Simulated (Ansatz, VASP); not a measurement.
# ReF3: VASP beside Ansatz

Aim: how closely do two programs agree when they are given the same cell, functional and k mesh? The structure shown is the start of the Ansatz relaxation below; VASP solves that cell, so the two are compared at the walk's first step.

Calculated with Ansatz 0.2.0; plane waves, with VASP 6.6.1 beside it; single point at PBEsol.

## Step 1: The structure

The cell holds 8 atoms: 2 Re and 6 F. Its edges and angles: a = 5.188 Å, b = 5.188 Å, c = 28.448 Å, α = 90.0°, β = 90.0°, γ = 120.0°. Vacuum lies along c. The height across the vacuum is the one that the program set for its solve, not the one typed.

## Step 2: Ansatz: relaxation, PBEsol

Ansatz runs on its default PAW (the set named soft_2) files.

The two programs are compared at the cell with which this relaxation starts, whose forces are those of its first step.

input.yaml reads:

```yaml
crystal:
  lattice:
    - [5.1875, 0.0, 0.0]
    - [-2.59375, 4.4925067821, 0.0]
    - [0.0, 0.0, 18.324]
  atoms:
    - { symbol: Re, position: [0.3333333333, 0.6666666667, 0.5] }
    - { symbol: Re, position: [0.6666666667, 0.3333333333, 0.5] }
    - { symbol: F, position: [0.36, 0.0, 0.5634141017] }
    - { symbol: F, position: [0.0, 0.36, 0.5634141017] }
    - { symbol: F, position: [0.64, 0.64, 0.5634141017] }
    - { symbol: F, position: [0.64, 0.0, 0.4365858983] }
    - { symbol: F, position: [0.0, 0.64, 0.4365858983] }
    - { symbol: F, position: [0.36, 0.36, 0.4365858983] }
  periodic: [true, true, false]
kpoints:
  mp_grid: { grid: [6, 6, 1] }
hamiltonian:
  xc: pbesol
scf:
  occupations: { method: fermi_dirac, width: 0.02 }
relax:
  f_tol: 0.01
  max_steps: 80
  cell: {}
```

Launch:

```sh
$ ansatz run input.yaml --threads 4 --pin off --max-ram 14745MiB --backend cpu --events-out ev --progress --plain --runs-dir out
```

Numbers of over 12 decimals in the logs are rounded to 6 here.

Output:

```text
Warning: crystal.periodic: the lattice vector that does not repeat stood 0.000° off the slab's normal, 18.324 Å along it as the deck builds it. The run solves the slab on a vector along the normal, 28.448 Å long, with every atom where it was (on the deck's vector they left 16.00 Å outside them, and the widest stretch free of ions among them is 1.16 Å). A fractional position that the run reports is one of the run's ce [...]
crystal.periodic: the lattice vector that does not repeat stood 0.000° off the slab's normal, 18.324 Å along it as the deck builds it. The run solves the slab on a vector along the normal, 28.448 Å long, with every atom where it was (on the deck's vector they left 16.00 Å outside them, and the widest stretch free of ions among them is 1.16 Å). A fractional position that the run reports is one of the run's cell, which [...]
Engine: ansatz 0.2.0, aarch64-unknown-linux-gnu
Pseudopotentials: kind: paw
Pseudopotential: Re, paw, valence charge 15, recommended cutoff 420 eV (normal), Re.paw.azcp
Pseudopotential: F, paw, valence charge 7, recommended cutoff 420 eV (normal), F.paw.azcp
Functional definition: PBEsol
  exchange = pbesol_x
  correlation = pbesol_c
Crystal: 8 atoms, lattice volume = 662.977 Å³
Basis set: ecut = 420 eV, 12953 PW (Γ), exchange–correlation on 72×72×384 points (8 copies of the dense FFT grid, shifted against one another)
Bands: 44, of which v1, the nominal top of the filled ones, is band 36 counted from 1 (35 counted from 0)
Symmetry: 12 space group operations
Space group: P-31m (ITA 162), of the structure as read, at distance tolerance 8.7e-5 Å
k-points: 7 of 36
Non-local potential: Re, projectors of the file, l = 0: 3, l = 1: 2, l = 2: 2, l = 3: 1
Non-local potential: F, projectors of the file, l = 0: 2, l = 1: 2, l = 2: 1
PAW form: soft (Blöchl's): semilocal exchange-correlation on the pseudo side does not see the compensation charge
PAW frozen core: Re, regenerated for the run's functional, and the local potential with it (the file was generated under x = pbe(κ = 0.804, μ = 0.219515), c = pbe(β = 0.066725))
PAW frozen core: F, regenerated for the run's functional, and the local potential with it (the file was generated under x = pbe(κ = 0.804, μ = 0.219515), c = pbe(β = 0.066725))
PAW one-centre angular grid: Re, 590 points (default); XC on 64 Gauss nodes
[...]
SCF iter   8: F=-26273.219906 eV  HF=-26273.219906 eV  |F-HF|=4.37e-11  |Δ(HF+E_count)|=   2.08e-9  Δρ=5.27e-8  dr2=8.41e-12  ethr=1.00e-12  ⟨swp⟩=7.7  Hψ=1630  notcnv=0
SCF 7 converged in 8 iterations: F = -26273.219906 eV  dr2 = 8.41e-12
relax step   7: F+E_penalty+E_count = -26273.21990579 eV  Δ(F+E_penalty+E_count) = +3.523e-2 eV  max|allowed force component| = 3.193e-3 eV/Å  Δτ_max = 0.0000 Å  P = -0.433 N/m  Ω = 509.844 Å³  fix = [c, alpha, beta]  reactions: c -0.000 N/m  stress off target by 4.33e-1 N/m on what of the cell is left free  SCF on the basis re-selected at this cell (its energy is not comparable with the rows above)  (8 SCF iters)
[...]
relax step   8: F+E_penalty+E_count = -26273.22440423 eV  Δ(F+E_penalty+E_count) = -4.498e-3 eV  max|allowed force component| = 2.354e-3 eV/Å  Δτ_max = 0.0029 Å  P = +0.094 N/m  Ω = 506.706 Å³  energy of the carried Pulay correction = +3.317e-3 eV  fix = [c, alpha, beta]  reactions: c +0.000 N/m  (4 SCF iters, dr2 threshold 3.08e-7 eV, accepted)
[...]
relax step   9: F+E_penalty+E_count = -26273.22391971 eV  Δ(F+E_penalty+E_count) = +4.845e-4 eV  max|allowed force component| = 2.539e-4 eV/Å  Δτ_max = 0.0004 Å  P = +0.002 N/m  Ω = 507.215 Å³  energy of the carried Pulay correction = +2.781e-3 eV  fix = [c, alpha, beta]  reactions: c +0.000 N/m  (4 SCF iters, dr2 threshold 1.46e-8 eV, accepted)
[...]
relax step  10: F+E_penalty+E_count = -26273.22153490 eV  Δ(F+E_penalty+E_count) = +2.385e-3 eV  max|allowed force component| = 3.907e-4 eV/Å  Δτ_max = 0.0000 Å  P = -0.027 N/m  Ω = 507.215 Å³  fix = [c, alpha, beta]  reactions: c -0.000 N/m  stress off target by 2.67e-2 N/m on what of the cell is left free  SCF on the basis re-selected at this cell (its energy is not comparable with the rows above)  (6 SCF iters)
basis re-selected at this cell: Δ(F+E_penalty+E_count) = +2.385e-3 eV, ΔP = -0.029 N/m vs the last step (what re-selecting the basis moved, of the pressure what is left beyond the Pulay correction that the steps carried, after the strain that the cell walked since its last selection, with what the two solves' SCF thresholds leave and, on support functions, any second-order correction that the steps lacked; it is no m [...]
SCF converged after 6 iterations
Free energy (F): -26273.221535 eV
Harris-Foulkes:  -26273.221535 eV  (|F-HF|=9.46e-11)
Internal energy: -26273.215493 eV  (E = F + TS)
E sigma→0 (E₀):  -26273.218514 eV
Entropy (-TS):   -0.006042 eV (-0.755 meV/atom)
Fermi energy:    -5.328769 eV
--- Per-component energies (eV) ---
  E_band       = -1832.061629
  E_kinetic    = 2311.792514
  E_local      = -158121.988509  (includes V_loc(G=0)·N_el)
  E_nonlocal   = 548.711648
  E_hartree    = 77659.427517
  E_xc         = -1266.615645
  E_vxc        = -1206.839260  (∫ρ·V_xc dr)
  E_paw        = -18222.354576  (= ΣΔE_a)
  E_vpaw       = -682.605301  (= ΣTr[D̂ρ^β])
  E_aug_tail   = 0.012094  (compensation charges beyond the density's cutoff)
  E_ewald      = 70817.078285
  E_core_change = 0.721179  (= ΣΔE_core)
  E_smearing   = -0.006042  (= −TS)
  E_closure    = -0.000000  (closes the sum)
  Σ components = -26273.221535   (vs F -26273.221535, Δ=0.00e0)
--- Forces (eV/Å), atoms counted from 1 ---
  atom   1  Re     0.00000000     0.00000000     0.00000000
  atom   2  Re    -0.00000000    -0.00000000     0.00000000
  atom   3  F      0.00014043     0.00000000    -0.00039065
  atom   4  F     -0.00007021     0.00012162    -0.00039065
  atom   5  F     -0.00007021    -0.00012162    -0.00039065
  atom   6  F     -0.00014043    -0.00000000     0.00039065
  atom   7  F      0.00007021    -0.00012162     0.00039065
  atom   8  F      0.00007021     0.00012162     0.00039065
  max |Σ_I F_I| component: 4.61e-18 eV/Å
--- 2D stress c σ (N/m, compression-positive) ---
       -0.026745       0.000000       0.000000
        0.000000      -0.026745       0.000000
        0.000000       0.000000      -0.000000
  P = ½ c Tr σ = -0.0267 N/m
--- Relaxed structure (8 steps of the walk, 8 accepted, 2 SCFs on fresh bases) ---
  F+E_penalty+E_count = -26273.22153490 eV   max|allowed force component| = 3.907e-4 eV/Å   (the final SCF, on the basis selected at the relaxed cell)
  cell:  # Å, volume = 507.2146 Å³
    - [4.537375, 0, 0]
    - [-2.268688, 3.929482, 0]
    - [0, 0, 28.448000]
  atoms:
    - { symbol: Re, position: [0.333333, 0.666667, 0.322061] }
    - { symbol: Re, position: [0.666667, 0.333333, 0.322061] }
    - { symbol: F, position: [0.341295, 4.464710052487651e-19, 0.370917] }
    - { symbol: F, position: [5.551115123125783e-17, 0.341295, 0.370917] }
    - { symbol: F, position: [0.658705, 0.658705, 0.370917] }
    - { symbol: F, position: [0.658705, 4.464710052487623e-19, 0.273206] }
    - { symbol: F, position: [1.1102230246251565e-16, 0.658705, 0.273206] }
    - { symbol: F, position: [0.341295, 0.341295, 0.273206] }
```

In the SCF lines HF is the Harris–Foulkes energy and dr2 the Hartree energy of the density residual, in eV; the loop may stop once dr2 is under the threshold and the program's other checks hold. Hψ counts applications of the Hamiltonian.

## Step 3: VASP: single point, PBEsol, start cell

The same cell, functional, mesh and smearing now go to VASP, with its own data sets.

Lines of VASP's logs that name or quote its potential files are left out, and so is its time.

INCAR reads:

```
SYSTEM = ReF3
PREC = Accurate
ENCUT = 520
EDIFF = 1E-06
NELM = 120
ISMEAR = -1
SIGMA = 0.02
LREAL = .FALSE.
ALGO = Normal
GGA = PS
NBANDS = 36
LASPH = .TRUE.
LORBIT = 11
LWAVE = .FALSE.
LCHARG = .FALSE.
ISIF = 2
LDIPOL = .TRUE.
IDIPOL = 3
DIPOL = 0.5 0.5 0.322
LVHAR = .TRUE.
GGA_COMPAT = .FALSE.
NELMDL = -8
KPAR = 2
```

POSCAR reads:

```
ReF3
1.0
    5.1875000000      0.0000000000      0.0000000000
   -2.5937500000      4.4925070000      0.0000000000
    0.0000000000      0.0000000000     28.4480000000
Re F
2 6
Direct
    0.3333333704      0.6666667409      0.3220613048
    0.6666666296      0.3333332591      0.3220613048
    0.3600000000      0.0000000000      0.3629077615
    0.9999999421      0.3599998843      0.3629077615
    0.6399999466      0.6399998932      0.3629077615
    0.6400000000      0.0000000000      0.2812148481
    0.9999999466      0.6399998932      0.2812148481
    0.3599999421      0.3599998843      0.2812148481
```

KPOINTS reads:

```
Automatic mesh
0
Gamma
6 6 1
0 0 0
```

PAW data sets: Re and F (PBE family, release 64).

Launch:

```sh
$ mpirun -np 2 vasp_std
```

Output:

```text
[banner, memory and clock lines left out]
running    2 mpi-ranks, on    1 nodes
 distrk:  each k-point on    1 cores,    2 groups
 distr:  one band on    1 cores,    1 groups

 POSCAR found type information on POSCAR ReF
 POSCAR found :  2 types and       8 ions
|                                                                             |
|               ----> ADVICE to this user running VASP <----                  |
|                                                                             |
|     You enforced a specific xc type in the INCAR file but a different       |
|     [... a line on the potential file left out ...]
|     I HOPE YOU KNOW WHAT YOU ARE DOING!                                     |
|                                                                             |

 LDA part: xc-table for (Slater+PW92), standard interpolation
 POSCAR, INCAR and KPOINTS ok, starting setup
 FFT: planning ... GRIDC
 FFT: planning ... GRID_SOFT
 FFT: planning ... GRID
 WAVECAR not read
 entering main loop
       N       E                     dE             d eps       ncg     rms          rms(c)
DAV:   1     0.591506391491E+03    0.59151E+03   -0.21173E+04   832   0.118E+03
DAV:   2     0.687084940301E+02   -0.52280E+03   -0.50960E+03   984   0.479E+02
DAV:   3    -0.463771675507E+02   -0.11509E+03   -0.11340E+03   896   0.174E+02
DAV:   4    -0.529594610386E+02   -0.65823E+01   -0.63399E+01   888   0.597E+01
DAV:   5    -0.534944957629E+02   -0.53503E+00   -0.52146E+00   896   0.117E+01
DAV:   6    -0.535375993465E+02   -0.43104E-01   -0.41733E-01   920   0.317E+00
DAV:   7    -0.535419872871E+02   -0.43879E-02   -0.42934E-02   824   0.524E-01
DAV:   8    -0.535424779090E+02   -0.49062E-03   -0.48082E-03   848   0.153E-01    0.485E+01
DAV:   9    -0.489259443930E+02    0.46165E+01   -0.24949E+01   928   0.580E+01    0.218E+01
DAV:  10    -0.488548230657E+02    0.71121E-01   -0.34632E+00   916   0.197E+01    0.107E+01
DAV:  11    -0.487292712409E+02    0.12555E+00   -0.53790E-01   960   0.113E+01    0.410E-01
DAV:  12    -0.487299106930E+02   -0.63945E-03   -0.48871E-02   904   0.234E+00    0.605E-01
DAV:  13    -0.487302717935E+02   -0.36110E-03   -0.16157E-03   920   0.493E-01    0.204E-01
DAV:  14    -0.487303688202E+02   -0.97027E-04   -0.29864E-04   912   0.237E-01    0.911E-02
DAV:  15    -0.487304962460E+02   -0.12743E-03   -0.65537E-05   936   0.998E-02    0.899E-03
DAV:  16    -0.487305640374E+02   -0.67791E-04   -0.71750E-06   624   0.283E-02    0.117E-02
DAV:  17    -0.487306262767E+02   -0.62239E-04   -0.98532E-06   736   0.421E-02    0.185E-02
DAV:  18    -0.487306545843E+02   -0.28308E-04   -0.16662E-06   464   0.111E-02    0.265E-03
DAV:  19    -0.487307116674E+02   -0.57083E-04   -0.43058E-06   648   0.135E-02    0.519E-03
DAV:  20    -0.487307340133E+02   -0.22346E-04   -0.11365E-06   440   0.184E-02    0.605E-03
DAV:  21    -0.487307398791E+02   -0.58658E-05   -0.77538E-07   488   0.129E-02    0.409E-03
DAV:  22    -0.487307498673E+02   -0.99882E-05   -0.83264E-07   400   0.162E-02    0.702E-03
DAV:  23    -0.487307519812E+02   -0.21138E-05   -0.62010E-07   488   0.154E-02    0.196E-03
DAV:  24    -0.487307527495E+02   -0.76837E-06   -0.43954E-07   384   0.134E-02
   1 F= -.48730753E+02 E0= -.48724910E+02  d E =-.116851E-01
```

OUTCAR, selected parts (step 3):

```text
ion  position               nearest neighbor table
   1  0.333  0.667  0.322-   3 2.03   6 2.03   7 2.03   5 2.03   4 2.03   8 2.03   2 3.00   2 3.00
                             2 3.00
   2  0.667  0.333  0.322-   6 2.03   3 2.03   7 2.03   5 2.03   4 2.03   8 2.03   1 3.00   1 3.00
                             1 3.00
   3  0.360  0.000  0.363-   1 2.03   2 2.03
   4  1.000  0.360  0.363-   2 2.03   1 2.03
   5  0.640  0.640  0.363-   2 2.03   1 2.03
   6  0.640  0.000  0.281-   2 2.03   1 2.03
   7  1.000  0.640  0.281-   2 2.03   1 2.03
   8  0.360  0.360  0.281-   2 2.03   1 2.03

  LATTYP: Found a hexagonal cell.
 ALAT       =     5.1875000000
 C/A-ratio  =     5.4839518072

 Subroutine GETGRP returns: Found 12 space group operations
 (whereof  6 operations were pure point group operations)

The static configuration has the point symmetry C_3v.
 The point group associated with its full space group is D_3d.

 Found      7 irreducible k-points:

   k-points           NKPTS =      7   k-points in BZ     NKDIM =      7   number of bands    NBANDS=     36

   dimension x,y,z NGX =    40 NGY =   40 NGZ =  216
   dimension x,y,z NGXF=    80 NGYF=   80 NGZF=  432

   ENCUT  =  520.0 eV  38.22 Ry    6.18 a.u.   9.65  9.65 52.89*2*pi/ulx,y,z

   NELECT =      56.0000    total number of electrons

 k-points in reciprocal lattice and weights: Automatic mesh
   0.00000000  0.00000000  0.00000000       0.028
   0.16666667  0.00000000  0.00000000       0.167
   0.33333333 -0.00000000  0.00000000       0.167
   0.50000000  0.00000000  0.00000000       0.083
   0.16666667  0.16666667  0.00000000       0.167
   0.33333333  0.16666667  0.00000000       0.333
   0.33333333  0.33333333  0.00000000       0.056

 dipolmoment           0.000000      0.000000     -0.000004 electrons x Angstroem

 average (electrostatic) potential at core
       1 -52.1251       2 -52.1251       3 -85.4702       4 -85.4701       5 -85.4701
       6 -85.4701       7 -85.4701       8 -85.4701

 E-fermi :  -3.8513

 k-point     1 :       0.0000    0.0000    0.0000
  band No.  band energies     occupation
    ...
     26      -4.2687      2.00000
     27      -4.2687      2.00000
     28      -4.1046      1.99999
     29      -4.1046      1.99999
     30      -4.0447      1.99987
     31      -1.7862      0.00000
     32      -0.9979      0.00000
     33      -0.9979      0.00000
     34      -0.9450      0.00000
     35      -0.9450      0.00000
    ...

 k-point     2 :       0.1667    0.0000    0.0000
  band No.  band energies     occupation
    ...
     25      -4.6071      2.00000
     26      -4.5077      2.00000
     27      -4.3564      2.00000
     28      -4.0422      1.99986
     29      -3.9073      1.88512
     30      -3.7742      0.04150
     31      -1.4670      0.00000
     32      -1.1701      0.00000
     33      -1.0832      0.00000
     34      -0.9196      0.00000
    ...

 k-point     3 :       0.3333   -0.0000    0.0000
  band No.  band energies     occupation
    ...
     24      -9.7868      2.00000
     25      -4.8967      2.00000
     26      -4.7087      2.00000
     27      -4.4645      2.00000
     28      -3.9809      1.99693
     29      -3.6983      0.00095
     30      -3.4824      0.00000
     31      -1.3903      0.00000
     32      -1.2193      0.00000
     33      -1.0530      0.00000
    ...

  Total       -3.0194326     -3.0194329      7.7847493      0.0000000      0.0000000      0.0000000
  in kB       -7.2968818     -7.2968825     18.8129370      0.0000000      0.0000000      0.0000000
  external PRESSURE =       1.4063909 kB  Pullay stress =       0.0000000 kB

  energy-cutoff  :      520.00
  volume of cell :      662.98
      direct lattice vectors                 reciprocal lattice vectors
     5.187500000  0.000000000  0.000000000     0.192771084  0.111296432  0.000000000
    -2.593750000  4.492507000  0.000000000     0.000000000  0.222592864  0.000000000
     0.000000000  0.000000000 28.448000000     0.000000000  0.000000000  0.035151856

 POSITION                                       TOTAL-FORCE (eV/Angst)
 -----------------------------------------------------------------------------------
     -0.00000      2.99501      9.16200         0.000000     -0.000000      0.000000
      2.59375      1.49750      9.16200         0.000000      0.000000      0.000000
      1.86750      0.00000     10.32400        -1.043489     -0.000000      1.162772
      4.25375      1.61730     10.32400         0.521745     -0.903688      1.162772
      1.66000      2.87520     10.32400         0.521745      0.903688      1.162772
      3.32000      0.00000      8.00000         1.043489      0.000000     -1.162772
      3.52750      2.87520      8.00000        -0.521745      0.903688     -1.162772
      0.93375      1.61730      8.00000        -0.521745     -0.903688     -1.162772
 -----------------------------------------------------------------------------------
    total drift:                                0.000001      0.003777      0.000832

  FREE ENERGIE OF THE ION-ELECTRON SYSTEM (eV)
  ---------------------------------------------------
  free  energy   TOTEN  =       -48.7307527495 eV

  energy  without entropy=      -48.7190676526  energy(sigma->0) =      -48.72491020

 vacuum level on the upper side and lower side of the slab         1.269         1.269

 total charge
# of ion       s       p       d       tot
------------------------------------------
    1        0.404   0.516   4.779   5.700
    2        0.404   0.516   4.779   5.700
    3        1.737   4.326   0.000   6.063
    4        1.737   4.326   0.000   6.063
    5        1.737   4.326   0.000   6.063
    6        1.737   4.326   0.000   6.063
    7        1.737   4.326   0.000   6.063
    8        1.737   4.326   0.000   6.063
--------------------------------------------------
tot         11.232  26.985   9.559  47.776

[... 3 further parts left out ...]
```

This run has no spin polarisation, so a moment on Re, if there is one, isn't seen. The data set Re keeps the semicore shell frozen, which is cheaper and a little less accurate.

## Step 4: Differences

Known differences besides the potentials themselves: Ansatz cuts the interaction across the vacuum, VASP repeats the sheet with a dipole correction; the data sets hold 72 valence electrons in Ansatz (on its default PAW (the set named soft_2) files) and 56 in VASP; the cutoff is 420 eV in Ansatz and 520 eV in VASP; Ansatz makes its cores anew for this functional, VASP keeps those of its PBE data sets. Total energies have different zeros and are not compared.

Forces (eV/Å; atoms numbered as in POSCAR):

| atom | Ansatz x, y, z | VASP x, y, z |
| --- | --- | --- |
| Re1 | 0.000, 0.000, 0.000 | 0.000, 0.000, 0.000 |
| Re2 | 0.000, 0.000, 0.000 | 0.000, 0.000, 0.000 |
| F3 | -0.926, 0.000, 0.983 | -1.043, 0.000, 1.163 |
| F4 | 0.463, -0.802, 0.983 | 0.522, -0.904, 1.163 |
| F5 | 0.463, 0.802, 0.983 | 0.522, 0.904, 1.163 |
| F6 | 0.926, 0.000, -0.983 | 1.043, 0.000, -1.163 |
| F7 | -0.463, 0.802, -0.983 | -0.522, 0.904, -1.163 |
| F8 | -0.463, -0.802, -0.983 | -0.522, -0.904, -1.163 |

The forces differ by 107 meV/Å r.m.s., which is 13.7 % of the r.m.s. force of 0.781 eV/Å (both taken over all components). With vacuum in the cell, a pressure given here is an average over mostly empty space and none of the material.

## Step 5: What came out

```json
{"r.m.s. force difference (single point, PBEsol, start cell)": "14 % of the r.m.s. force"}
```

What this shows: The r.m.s. force difference is 14 % of the r.m.s. force (single point, PBEsol, start cell), beyond the 3 % picked in this series as the mark of a large difference. The data sets hold unlike numbers of valence electrons (72 in Ansatz and 56 in VASP), so part of the differences comes from the potentials. What causes the difference of the single point, PBEsol, start cell pair stays open here. 1 further run of this series is not shown here. Such differences can come from data sets, numerical settings and the points named under the comparisons, not from the functional's error against experiment.

[Lines on the potential files, build, host, timing and source positions are cut from VASP's logs without a mark.]

[Logs are printed without paths, hosts, clocks, repeated set-up lines and the standing remarks that a program may print on its own settings, such as how far it seeks lower states.]

[Hosts, paths, dates, database ids (printed as entryN), source tags and the programs' standing remarks are cut or masked in the printed files.]
